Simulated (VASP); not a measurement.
```
CELL_PARAMETERS angstrom
      0.00000     2.75246     2.75246
      2.75246     0.00000     2.75246
      2.75246     2.75246     0.00000
ATOMIC_POSITIONS crystal
  Li 0.25000 0.25000 0.25000
  Li 0.75000 0.75000 0.75000
  Se 0.00000 0.00000 0.00000
```

Level of theory: LDA (Ceperley-Alder, Perdew-Zunger), VASP's LDA PAW potentials (set 64) (plane waves; VASP 6.6.1). Numerical set-up: 620 eV cut-off, 7×7×7 Γ-centred mesh, Gaussian smearing of 0.050 eV, potentials Li_sv Se.

Question: Predict the energy per atom (σ→0), pressure.

Answer: 
```yaml
energy per atom (σ→0): -3.983 eV/atom
pressure: 100.2 kbar
```

The absolute energy has meaning only against runs of the same code, potentials and settings.

The compound is Li2Se in the antifluorite structure. It was relaxed first under an external pressure of 10 GPa.
